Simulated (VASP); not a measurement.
# TaNbSi (P-62m) in VASP: further runs

The runs below take TaNbSi through single point, with PBE, PBE+U.

Program: VASP 6.6.1. These are calculated values, not measurements. Logs are shortened: lines on timing, memory, paths and dates and some standing lists are left out, and cuts for length are marked.

## (1) The crystal as given

The structure is hexagonal, space group P-62m (No. 189). Conventional cell: a = 6.644 Å, b = 6.644 Å, c = 3.679 Å, α = 90.00°, β = 90.00°, γ = 120.00°. Nb (site symmetry m2m) has 5 Si at 2.72 to 2.73 Å and 6 Ta at 2.95 to 3.01 Å as nearest neighbours. Ta (site symmetry m2m) is surrounded by 4 Si at 2.44 to 2.57 Å and 2 Ta at 2.78 Å. Around Si (site symmetry -6) lie 3 Ta at 2.57 Å and 6 Nb at 2.72 Å. Si (site symmetry -62m) has 6 Ta at 2.44 Å and 3 Nb at 2.73 Å as nearest neighbours.

The cell was built by a generator and needn't be a form met in nature.

## (2) Single point, PBE

Contents of INCAR:

```
PREC = Accurate ; ENCUT = 520
EDIFF = 1E-7 ; ISMEAR = 0
SIGMA = 0.0183 ; LREAL = False
LASPH = True ; NELM = 60
ALGO = Normal ; ISIF = 2
LWAVE = False ; LCHARG = False
GGA = PE ; NBANDS = 52
```

Contents of KPOINTS:

```
Automatic mesh
0
Gamma
  3 3 5
```

Contents of POSCAR:

```
TaNbSi
1.0
    6.6435150000      0.0000000000      0.0000000000
   -3.3217570000      5.7534540000      0.0000000000
    0.0000000000      0.0000000000      3.6789910000
Nb Ta Si
3 3 3
Direct
    0.5890000000      0.0000000000      0.5000000000
    0.4110000000      0.4110000000      0.5000000000
    0.0000000000      0.5890000000      0.5000000000
    0.2420000000      0.0000000000      0.0000000000
    0.7580000000      0.7580000000      0.0000000000
    0.0000000000      0.2420000000      0.0000000000
    0.3333000000      0.6667000000      0.0000000000
    0.6667000000      0.3333000000      0.0000000000
    0.0000000000      0.0000000000      0.5000000000
```

Potentials or basis: VASP PAW PBE potentials, release 64 (Nb_sv, Ta_pv, Si).

Launch:

```
cat potpaw_PBE.64/Nb_sv/POTCAR potpaw_PBE.64/Ta_pv/POTCAR potpaw_PBE.64/Si/POTCAR > POTCAR
mpirun -np 1 vasp_std > vasp.out
```

OUTCAR:

```text
PREC = Accurate
   ENCUT = 520
   EDIFF = 1E-7
   ISMEAR = 0
   LREAL = False
   LASPH = True
   NELM = 60
   ISIF = 2
   GGA = PE

 ion  position               nearest neighbor table
   1  0.589  0.000  0.500-   8 2.72   8 2.72   7 2.72   7 2.72   9 2.73   4 2.95   4 2.95   5 3.01
                             5 3.01   6 3.01   6 3.01
   2  0.411  0.411  0.500-   8 2.72   8 2.72   7 2.72   7 2.72   9 2.73   5 2.95   5 2.95   6 3.01
                             6 3.01   4 3.01   4 3.01
   3  0.000  0.589  0.500-   7 2.72   7 2.72   8 2.72   8 2.72   9 2.73   6 2.95   6 2.95   5 3.01
                             5 3.01   4 3.01   4 3.01
   4  0.242  0.000  0.000-   9 2.44   9 2.44   7 2.57   8 2.57   6 2.78   5 2.78   1 2.95   1 2.95
                             2 3.01   2 3.01   3 3.01   3 3.01
   5  0.758  0.758  0.000-   9 2.44   9 2.44   7 2.57   8 2.57   4 2.78   6 2.78   2 2.95   2 2.95
                             3 3.01   3 3.01   1 3.01   1 3.01
   6  0.000  0.242  0.000-   9 2.44   9 2.44   8 2.57   7 2.57   4 2.78   5 2.78   3 2.95   3 2.95
                             2 3.01   2 3.01   1 3.01   1 3.01
   7  0.333  0.667  0.000-   4 2.57   6 2.57   5 2.57   3 2.72   3 2.72   1 2.72   1 2.72   2 2.72
                             2 2.72
   8  0.667  0.333  0.000-   6 2.57   4 2.57   5 2.57   1 2.72   1 2.72   3 2.72   3 2.72   2 2.72
                             2 2.72
   9  0.000  0.000  0.500-   4 2.44   4 2.44   6 2.44   6 2.44   5 2.44   5 2.44   1 2.73   3 2.73
                             2 2.73

  LATTYP: Found a hexagonal cell.
 ALAT       =     6.6435150000
 C/A-ratio  =     0.5537717609

  Lattice vectors:

 A1 = (   6.6435150000,   0.0000000000,   0.0000000000)
 A2 = (  -3.3217570000,   5.7534540000,   0.0000000000)
 A3 = (   0.0000000000,   0.0000000000,   3.6789910000)

Analysis of symmetry for initial positions (statically):
=====================================================================
 Subroutine PRICEL returns:
 Original cell was already a primitive cell.

 Routine SETGRP: Setting up the symmetry group for a
 hexagonal supercell.

 Subroutine GETGRP returns: Found  4 space group operations
 (whereof  4 operations were pure point group operations)
 out of a pool of 24 trial point group operations.

The static configuration has the point symmetry C_2v.

Analysis of symmetry for dynamics (positions and initial velocities):
=====================================================================
 Subroutine PRICEL returns:
 Original cell was already a primitive cell.

 Routine SETGRP: Setting up the symmetry group for a
 hexagonal supercell.

[... 116 lines left out ...]
   NELECT =      84.0000    total number of electrons
   NUPDOWN=      -1.0000    fix difference up-down
   EMIN   =  10.00;   EMAX   =-10.00  energy-range for DOS
   EFERMI =   0.00;   METHOD = LEGACY
   ISMEAR =     0;   SIGMA  =   0.02  broadening in eV -4-tet -1-fermi 0-gaus
   EFERMI_NEDOS =   21; number of points for ismear=-14 and -15
   IALGO  =     38    algorithm
   IMIX   =      4    mixing-type and parameters
     AMIX     =   0.40;   BMIX     =  1.00
     AMIX_MAG =   1.60;   BMIX_MAG =  1.00
  volume/ion in A,a.u.               =      15.62       105.44
  Fermi-wavevector in a.u.,A,eV,Ry     =   1.378741  2.605444 25.863695  1.900928
  Thomas-Fermi vector in A             =   2.503775
   LORBIT       =      0    0 simple, 1 ext, 2 COOP (PROOUT), +10 PAW based schemes
   GGA     = PE    functional components
   LHFCALC =     F    Hartree Fock is set to
   AEXX    =    0.0000 exact exchange contribution
   IVDW    =     0    specifies the selected vdW correction
   LEPSILON=     F    determine dielectric tensor
   LRPA    =     F    only Hartree local field effects (RPA)
 non-spin polarized calculation
 Gauss-broadening in eV      SIGMA  =   0.02
  energy-cutoff  :      520.00
  volume of cell :      140.62
 maximum number of plane-waves:      3830
 NGX is ok and might be reduce to    50
   NGX = 25   NGY = 25   NGZ = 13

 number of electron      83.9999999 magnetization

 Free energy of the ion-electron system (eV)
  ---------------------------------------------------
  ext. energy  EPLUGINS =         0.00000000
  ---------------------------------------------------
  free energy    TOTEN  =       -85.47707112 eV

  energy without entropy =      -85.47420849  energy(sigma->0) =      -85.47563980

 E-fermi :   9.9392     XC(G=0): -12.4966

 val. band max:        9.8823209084   @ k =   0.3333   0.3333   0.2000
 cond. band min:       9.9394792288   @ k =   0.3333  -0.0000   0.2000
 fundamental gap:      0.0571583204
 Fermi energy:         9.9391768700

 k-point     1 :       0.0000    0.0000    0.0000
  band No.  band energies     occupation
      1     -44.9728      2.00000
      2     -44.9581      2.00000
      3     -44.9580      2.00000
      4     -24.5186      2.00000
      5     -24.2432      2.00000
      6     -24.1944      2.00000
[... 649 lines left out ...]
     51      12.2070      0.00000
     52      12.5604      0.00000

------------------------ aborting loop because EDIFF is reached ----------------------------------------

  FORCE on cell =-STRESS in cart. coord.  units (eV):
  Direction    XX          YY          ZZ          XY          YZ          ZX
  --------------------------------------------------------------------------------------
  -------------------------------------------------------------------------------------
  Total       17.4145281     17.4101966      7.1910791     -0.0037562      0.0000000      0.0000000
  in kB      198.4115742    198.3622228     81.9312085     -0.0427963      0.0000000      0.0000000
  external PRESSURE =     159.5683352 kB  Pullay stress =       0.0000000 kB

 VOLUME and BASIS-vectors are now :
 -----------------------------------------------------------------------------
  energy-cutoff  :      520.00
  volume of cell :      140.62
      direct lattice vectors                 reciprocal lattice vectors
     6.643515000  0.000000000  0.000000000     0.150522728  0.086904306  0.000000000
    -3.321757000  5.753454000  0.000000000     0.000000000  0.173808637  0.000000000
     0.000000000  0.000000000  3.678991000     0.000000000  0.000000000  0.271813658

 POSITION                                       TOTAL-FORCE (eV/Angst)
 -----------------------------------------------------------------------------------
      3.91303      0.00000      1.83950        -0.612431     -0.000207      0.000000
      1.36524      2.36467      1.83950         0.306846      0.531473      0.000000
     -1.95651      3.38878      1.83950         0.306036     -0.530484      0.000000
      1.60773      0.00000      0.00000         2.272717      0.002415      0.000000
      2.51789      4.36112      0.00000        -1.138431     -1.971820      0.000000
     -0.80387      1.39234      0.00000        -1.134267      1.969438      0.000000
     -0.00033      3.83583      0.00000         0.004977     -0.003369      0.000000
      3.32209      1.91763      0.00000        -0.005406      0.002626      0.000000
      0.00000      0.00000      1.83950        -0.000041     -0.000071      0.000000
 -----------------------------------------------------------------------------------
    total drift:                                0.000007      0.000011     -0.000000

  FREE ENERGIE OF THE ION-ELECTRON SYSTEM (eV)
  ---------------------------------------------------
  free  energy   TOTEN  =       -85.4770711185 eV

  energy  without entropy=      -85.4742084911  energy(sigma->0) =      -85.47563980
```

OSZICAR:

```text
N       E                     dE             d eps       ncg     rms          rms(c)
DAV:   1     0.925226611239E+03    0.92523E+03   -0.44941E+04  1248   0.166E+03
DAV:   2    -0.195847792364E+02   -0.94481E+03   -0.92455E+03  1456   0.598E+02
DAV:   3    -0.863230014377E+02   -0.66738E+02   -0.65102E+02  1976   0.127E+02
[... 10 lines left out ...]
DAV:  14    -0.854770709231E+02   -0.51533E-05   -0.39418E-05  2000   0.395E-02    0.123E-02
DAV:  15    -0.854770712847E+02   -0.36156E-06   -0.89914E-06  1984   0.207E-02    0.479E-03
DAV:  16    -0.854770708464E+02    0.43828E-06   -0.22316E-06  2024   0.102E-02    0.226E-03
DAV:  17    -0.854770713291E+02   -0.48273E-06   -0.31195E-07  1320   0.317E-03    0.929E-04
DAV:  18    -0.854770711391E+02    0.19004E-06   -0.36861E-08   888   0.181E-03    0.187E-04
DAV:  19    -0.854770711185E+02    0.20560E-07   -0.12645E-08   848   0.880E-04
   1 F= -.85477071E+02 E0= -.85475640E+02  d E =-.286263E-02
```

stdout:

```text
POSCAR found type information on POSCAR NbTaSi
 POSCAR found :  3 types and       9 ions
 scaLAPACK will be used
 LDA part: xc-table for (Slater+PW92), standard interpolation
 POSCAR, INCAR and KPOINTS ok, starting setup
 FFT: planning ... GRIDC
 FFT: planning ... GRID_SOFT
 FFT: planning ... GRID
 WAVECAR not read
 entering main loop
```

Wall time 96 s (1 thread of Intel Xeon Platinum 8488C (Sapphire Rapids), shared host); peak memory 0.28 GiB.

What came out:

| Item | Value |
| --- | --- |
| Free energy | -85.4771 eV |
| Pressure | 16.0 GPa |
| Largest force | 2.277 eV/Å |
| Band gap on the k mesh | none (metal or under the smearing width) |

Forces in eV/Å, atoms in the order of the input:
```
Nb  -0.612  0.000  0.000
Nb   0.307  0.531  0.000
Nb   0.306 -0.530  0.000
Ta   2.273  0.002  0.000
Ta  -1.138 -1.972  0.000
Ta  -1.134  1.969  0.000
Si   0.005 -0.003  0.000
Si  -0.005  0.003  0.000
Si   0.000  0.000  0.000
```

Levels at points of the mesh, in eV from the Fermi level:
```tsv
k point	band 39	band 40	band 41	band 42	band 43	band 44	band 45	band 46
(0.00, 0.00, 0.00)	-1.55	-1.55	-0.53	-0.53	0.02	1.04	1.04	1.05
```

Caveat: the k mesh is coarse (spacing up to 0.36 Å⁻¹), so the values aren't converged; so large a pressure means that the cell lies far from this level's equilibrium, or that cutoff or potentials fall short; forces of over 1 eV/Å show positions far from the minimum, so gaps and moduli don't describe the material at rest. The run has no spin-orbit coupling, so splittings on Ta are missing.

## (3) Single point, PBE+U

Contents of INCAR:

```
SYSTEM = TaNbSi
PREC = Accurate ; ENCUT = 520
EDIFF = 1E-6 ; ISMEAR = 0
SIGMA = 0.0183 ; LREAL = .False.
LASPH = .True. ; NELM = 150
ALGO = Normal ; ISIF = 2
LWAVE = .False. ; LCHARG = .False.
LMAXMIX = 4 ; LDAU = .True.
LDAUTYPE = 2 ; LDAUL = 2 -1 -1
LDAUU = 8 0 0 ; LDAUJ = 0 0 0
LDAUPRINT = 1 ; GGA = PE
NBANDS = 52
```

Contents of KPOINTS:

```
Automatic mesh
0
Gamma
  3 3 5
  0.5 0.5 0.5
```

POSCAR is that of step 2.

Potentials or basis: VASP PAW PBE potentials, release 64 (Nb_sv, Ta_pv, Si).

Launch:

```
cat potpaw_PBE.64/Nb_sv/POTCAR potpaw_PBE.64/Ta_pv/POTCAR potpaw_PBE.64/Si/POTCAR > POTCAR
mpirun -np 1 vasp_std > vasp.out
```

It took 3.5 min on 1 thread of Intel Xeon Platinum 8488C (Sapphire Rapids), shared host; peak memory 0.34 GiB.

Results (log left out):

| Quantity | Value |
| --- | --- |
| Free energy | -65.5567 eV |
| Pressure | 23.6 GPa |
| Largest force | 2.249 eV/Å |
| Band gap on the k mesh | none (metal or under the smearing width) |

Forces on the atoms (eV/Å):
```
Nb  -0.540  0.000  0.000
Nb   0.272  0.470  0.000
Nb   0.270 -0.468  0.000
Ta   2.245  0.001  0.000
Ta  -1.125 -1.948  0.000
Ta  -1.121  1.945  0.000
Si   0.005 -0.003  0.000
Si  -0.005  0.003  0.000
Si   0.000  0.000  0.000
```

Stress tensor (GPa, compression positive):
```
27.42  0.00  0.00
 0.00 27.41  0.00
 0.00  0.00 15.94
```

Levels at points of the mesh, in eV from the Fermi level:
```tsv
k point	band 39	band 40	band 41	band 42	band 43	band 44	band 45	band 46
(0.50, 0.50, 0.50)	-1.82	-1.71	-0.12	0.05	0.06	0.42	1.35	2.08
(0.50, 0.00, 0.50)	-1.82	-1.71	-0.12	0.05	0.06	0.42	1.35	2.08
```

Eigenvalues of the final occupation matrices:
| site | spin | trace | eigenvalues |
| --- | --- | --- | --- |
| site 1 d | 1 | 0.96 | 0.09 0.16 0.16 0.20 0.35 |
| site 1 d | 2 | 0.96 | 0.09 0.16 0.16 0.20 0.35 |
| site 2 d | 1 | 0.96 | 0.09 0.16 0.16 0.20 0.35 |
| site 2 d | 2 | 0.96 | 0.09 0.16 0.16 0.20 0.35 |
| site 3 d | 1 | 0.96 | 0.09 0.16 0.16 0.20 0.35 |
| site 3 d | 2 | 0.96 | 0.09 0.16 0.16 0.20 0.35 |

Caveat: the k mesh is coarse (spacing up to 0.36 Å⁻¹), so the values aren't converged; U without spin polarisation on a metal has little footing; the U is typed as a test and isn't derived for this compound; forces of over 1 eV/Å show positions far from the minimum, so gaps and moduli don't describe the material at rest. The run has no spin-orbit coupling, so splittings on Ta are missing.

## (4) Single point, PBE

Contents of INCAR:

```
  PREC = Accurate
  ENCUT = 520
  EDIFF = 1E-7
  ISMEAR = 0
  SIGMA = 0.0183
  LREAL = False
  LASPH = True
  NELM = 80
  ALGO = Normal
  ISIF = 2
  LWAVE = False
  LCHARG = True
  GGA = PE
  LELF = True
  LVHAR = True
  ISYM = 0
  NBANDS = 52
```

Contents of KPOINTS:

```
regular mesh
0
Gamma
  4 4 6
```

POSCAR is that of step 3.

Launch:

```
cat potpaw_PBE.64/Nb_sv/POTCAR potpaw_PBE.64/Ta_pv/POTCAR potpaw_PBE.64/Si/POTCAR > POTCAR
mpirun -np 1 vasp_std > vasp.out
```

Wall time 6.3 min (1 thread of Intel Xeon Platinum 8488C (Sapphire Rapids), shared host); peak memory 0.45 GiB.

It converged, with:

```
Free energy            : -85.4194 eV
Pressure               : 16.1 GPa
Largest force          : 2.209 eV/Å
Band gap on the k mesh : none (metal or under the smearing width)
```

Forces on the atoms (eV/Å):
```
Nb  -0.394  0.000  0.000
Nb   0.198  0.343  0.000
Nb   0.197 -0.341  0.000
Ta   2.205  0.002  0.000
Ta  -1.105 -1.913  0.000
Ta  -1.101  1.911  0.000
Si   0.005 -0.003  0.000
Si  -0.005  0.002  0.000
Si   0.000  0.000  0.000
```

Stress tensor (GPa, compression positive):
```
20.45  0.00  0.00
 0.00 20.45  0.00
 0.00  0.00  7.40
```

Levels at points of the mesh, in eV from the Fermi level:
```tsv
k point	band 38	band 39	band 40	band 41	band 42	band 43	band 44	band 45	band 46	band 47
(0.00, 0.00, 0.00)	-1.63	-1.57	-1.57	-0.55	-0.54	-0.01	1.03	1.03	1.04	1.04
(0.50, 0.00, 0.00)	-1.36	-1.16	-0.61	-0.53	-0.37	0.23	0.61	0.62	0.78	1.31
(0.00, 0.50, 0.00)	-1.36	-1.16	-0.61	-0.53	-0.37	0.23	0.61	0.62	0.78	1.31
(0.50, 0.50, 0.00)	-1.36	-1.16	-0.61	-0.53	-0.37	0.23	0.61	0.62	0.78	1.31
(0.00, 0.00, 0.50)	-1.57	-1.17	-1.16	-0.84	-0.11	-0.11	-0.02	1.40	1.70	1.80
(0.50, 0.00, 0.50)	-1.72	-1.66	-1.52	-0.19	0.04	0.04	0.25	1.34	1.50	1.72
(0.00, 0.50, 0.50)	-1.72	-1.66	-1.52	-0.19	0.04	0.04	0.25	1.34	1.50	1.72
(0.50, 0.50, 0.50)	-1.72	-1.66	-1.53	-0.19	0.04	0.04	0.25	1.34	1.50	1.72
```

Caveat: so large a pressure means that the cell lies far from this level's equilibrium, or that cutoff or potentials fall short; forces of over 1 eV/Å show positions far from the minimum, so gaps and moduli don't describe the material at rest. Spin-orbit coupling is left out, which matters for the levels of Ta.

## (5) Overview

```csv
level,U,k mesh,mesh quality,gap on the mesh (eV),pressure (GPa),largest force (eV/Å)
PBE,-,3 × 3 × 5,coarse,none,16.0,2.28
PBE+U,Nb d U = 8.0 eV,"3 × 3 × 5, shifted",coarse,none,23.6,2.25
PBE,-,4 × 4 × 6,not flagged,none,16.1,2.21
```

Alike in all rows: task single point; potentials or basis VASP PAW PBE potentials, release 64 (Nb_sv, Ta_pv, Si); no spin polarisation; cell as given; cutoff (eV) 520; smearing gaussian 0.0183 eV.

Caveats: some runs use coarse meshes; forces of over 1 eV/Å show positions far from the minimum, so gaps and moduli don't describe the material at rest; so large a pressure means that the cell lies far from this level's equilibrium, or that cutoff or potentials fall short (some runs); U without spin polarisation on a metal has little footing (some runs); the U is typed as a test and isn't derived for this compound (some runs).

Absolute energies hang on the potentials; compare differences alone.
